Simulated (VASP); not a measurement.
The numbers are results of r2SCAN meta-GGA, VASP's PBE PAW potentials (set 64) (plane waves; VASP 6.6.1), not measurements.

The input files of a VASP run:

KPOINTS:
```
Automatic mesh
0
Gamma
17 17 12
0 0 0
```

POSCAR:
```
FeSi
1
    2.8255803578    -0.0000000746     0.0000000000
   -1.4127897974     2.4470243413    -0.0000000000
    0.0000000000     0.0000000000     3.4096762816
Fe Si
1 1
Direct
  0.0000000000   0.0000000000   0.0000000000
  0.6666670000   0.3333330000   0.5000000000
```

**KPOINTS_OPT**
```
k-points along high-symmetry lines
6
Line-mode
Reciprocal
  0.000000   0.000000   0.000000 ! GAMMA
  0.500000   0.000000   0.000000 ! M

  0.500000   0.000000   0.000000 ! M
  0.333333   0.333333   0.000000 ! K

  0.333333   0.333333   0.000000 ! K
  0.000000   0.000000   0.000000 ! GAMMA

  0.000000   0.000000   0.000000 ! GAMMA
  0.000000   0.000000   0.500000 ! A

  0.000000   0.000000   0.500000 ! A
  0.500000   0.000000   0.500000 ! L

  0.500000   0.000000   0.500000 ! L
  0.333333   0.333333   0.500000 ! H

  0.333333   0.333333   0.500000 ! H
  0.000000   0.000000   0.500000 ! A

  0.500000   0.000000   0.500000 ! L
  0.500000   0.000000   0.000000 ! M

  0.333333   0.333333   0.500000 ! H
  0.333333   0.333333   0.000000 ! K
```

### INCAR
```
! general
SYSTEM  = FeSi
PREC    = Accurate
ENCUT   = 400
LREAL   = .FALSE.
LASPH   = .TRUE.   ! aspherical one-centre terms

! electronic loop
EDIFF   = 1E-7
NELM    = 100
ALGO    = Normal
LMAXMIX = 4   ! l cut-off of mixed one-centre charges
LMIXTAU = .TRUE.

! smearing
ISMEAR  = -5

! functional
METAGGA = R2SCAN

! spin
ISPIN   = 2   ! spin-polarised
MAGMOM  = 1.9 -0.0

! ions
ISIF    = 2   ! forces and stress, cell fixed

! output
LWAVE   = .FALSE.
LCHARG  = .FALSE.
LORBIT  = 11   ! lm-projected
NEDOS   = 601
```

POTCAR, in this order: Fe Si (PBE.64 set). Program: vasp_std.

The run wrote:

**OUTCAR**
```
 ion  position               nearest neighbor table
   1  0.000  0.000  0.000-   2 2.36   2 2.36   2 2.36   2 2.36   2 2.36   2 2.36
   2  0.667  0.333  0.500-   1 2.36   1 2.36   1 2.36   1 2.36   1 2.36   1 2.36
  LATTYP: Found a hexagonal cell.
 ALAT       =     2.8255803578
 C/A-ratio  =     1.2067171518
 Subroutine PRICEL returns:
 Original cell was already a primitive cell.
 Subroutine GETGRP returns: Found 12 space group operations
The static configuration has the point symmetry D_3h.
The dynamic configuration has the point symmetry D_3h.
The overall configuration has the point symmetry D_3h.
 Subroutine INISYM returns: Found 12 space group operations
 Subroutine IBZKPT returns following result:
 Found    231 irreducible k-points:

 Following reciprocal coordinates:
            Coordinates               Weight
  0.000000  0.000000  0.000000      1.000000
  0.058824  0.000000  0.000000      6.000000
  0.117647  0.000000  0.000000      6.000000
  0.176471  0.000000  0.000000      6.000000
  0.235294  0.000000  0.000000      6.000000
  0.294118  0.000000  0.000000      6.000000
  0.352941  0.000000  0.000000      6.000000
  0.411765  0.000000  0.000000      6.000000
  0.470588  0.000000  0.000000      6.000000
  0.058824  0.058824  0.000000      6.000000
  0.117647  0.058824  0.000000     12.000000
  0.176471  0.058824  0.000000     12.000000
  0.235294  0.058824  0.000000     12.000000
  0.294118  0.058824  0.000000     12.000000
  0.352941  0.058824  0.000000     12.000000
  0.411765  0.058824  0.000000     12.000000
  0.470588  0.058824  0.000000      6.000000
  0.117647  0.117647  0.000000      6.000000
  0.176471  0.117647  0.000000     12.000000
  0.235294  0.117647  0.000000     12.000000
  0.294118  0.117647  0.000000     12.000000
  0.352941  0.117647  0.000000     12.000000
...
```

OSZICAR:
```
       N       E                     dE             d eps       ncg     rms          rms(c)
DAV:   1     0.253351667482E+02    0.25335E+02   -0.48366E+03 10471   0.938E+02
DAV:   2    -0.247794919842E+02   -0.50115E+02   -0.46097E+02 10230   0.185E+02
DAV:   3    -0.264419462798E+02   -0.16625E+01   -0.16271E+01 12300   0.414E+01
DAV:   4    -0.264695754721E+02   -0.27629E-01   -0.27616E-01 11941   0.482E+00
DAV:   5    -0.264701110541E+02   -0.53558E-03   -0.53596E-03 12431   0.709E-01    0.165E+01
DAV:   6    -0.267920876703E+02   -0.32198E+00   -0.54430E+01 11595   0.126E+02    0.182E+01
DAV:   7    -0.232847379348E+02    0.35073E+01   -0.22868E+01 11883   0.762E+01    0.442E+00
DAV:   8    -0.233550447461E+02   -0.70307E-01   -0.47547E-01 12775   0.653E+00    0.277E+00
DAV:   9    -0.233670287701E+02   -0.11984E-01   -0.78382E-02 12601   0.416E+00    0.123E+00
DAV:  10    -0.233688594946E+02   -0.18307E-02   -0.17916E-02 13336   0.200E+00    0.368E-01
DAV:  11    -0.233692298858E+02   -0.37039E-03   -0.26075E-03 12596   0.566E-01    0.109E-01
DAV:  12    -0.233694572112E+02   -0.22733E-03   -0.32853E-04 11291   0.195E-01    0.591E-02
DAV:  13    -0.233695108035E+02   -0.53592E-04   -0.55987E-05 12204   0.800E-02    0.300E-02
DAV:  14    -0.233695136577E+02   -0.28543E-05   -0.20356E-05 12904   0.496E-02    0.689E-03
DAV:  15    -0.233695150740E+02   -0.14163E-05   -0.28687E-06 10434   0.189E-02    0.290E-03
DAV:  16    -0.233695139535E+02    0.11204E-05   -0.54829E-07 11016   0.761E-03    0.154E-03
DAV:  17    -0.233695142638E+02   -0.31027E-06   -0.52795E-08  5613   0.241E-03    0.751E-04
DAV:  18    -0.233695142839E+02   -0.20044E-07   -0.17984E-08  5301   0.161E-03
   1 F= -.23369514E+02 E0= -.23369514E+02  d E =0.000000E+00  mag=     1.7260
       N       E                     dE             ncg
```

**OUTCAR**
```
------------------------ aborting loop because EDIFF is reached ----------------------------------------
  FORCE on cell =-STRESS in cart. coord.  units (eV):
  Direction    XX          YY          ZZ          XY          YZ          ZX
  --------------------------------------------------------------------------------------
  Total       -0.0025685     -0.0025685      0.0673841     -0.0000000      0.0000000      0.0000000
  in kB       -0.1745578     -0.1745578      4.5794018     -0.0000000      0.0000000      0.0000000
  external PRESSURE =       1.4100954 kB  Pullay stress =       0.0000000 kB
  volume of cell :       23.58
      direct lattice vectors                 reciprocal lattice vectors
     2.825580358 -0.000000075  0.000000000     0.353909600  0.204329750  0.000000000
    -1.412789797  2.447024341  0.000000000     0.000000011  0.408659611  0.000000000
     0.000000000  0.000000000  3.409676282     0.000000000  0.000000000  0.293282974
 POSITION                                       TOTAL-FORCE (eV/Angst)
 -----------------------------------------------------------------------------------
      0.00000      0.00000      0.00000         0.000000      0.000000      0.000000
      1.41279      0.81567      1.70484        -0.000000     -0.000000      0.000000
 -----------------------------------------------------------------------------------
    total drift:                               -0.000018      0.000013     -0.000000
  FREE ENERGIE OF THE ION-ELECTRON SYSTEM (eV)
  ---------------------------------------------------
  free  energy   TOTEN  =       -23.3695142839 eV

  energy  without entropy=      -23.3695142839  energy(sigma->0) =      -23.36951428

 total charge

# of ion       s       p       d       tot
------------------------------------------
    1        0.435   0.605   6.464   7.505
    2        0.754   0.898   0.000   1.652
--------------------------------------------------
tot          1.189   1.504   6.464   9.157

 magnetization (x)

# of ion       s       p       d       tot
------------------------------------------
    1        0.018   0.008   1.834   1.860
    2       -0.007  -0.033   0.000  -0.041
--------------------------------------------------
tot          0.011  -0.025   1.834   1.820
```
(Selected blocks of OUTCAR.)

For a metal the tetrahedron method with Blöchl corrections gives inexact stress and forces.

The structure was generated: FeSi was put into the WC type (P-6m2), which need not be its known phase. It was relaxed first, which changed the volume by -12 %.
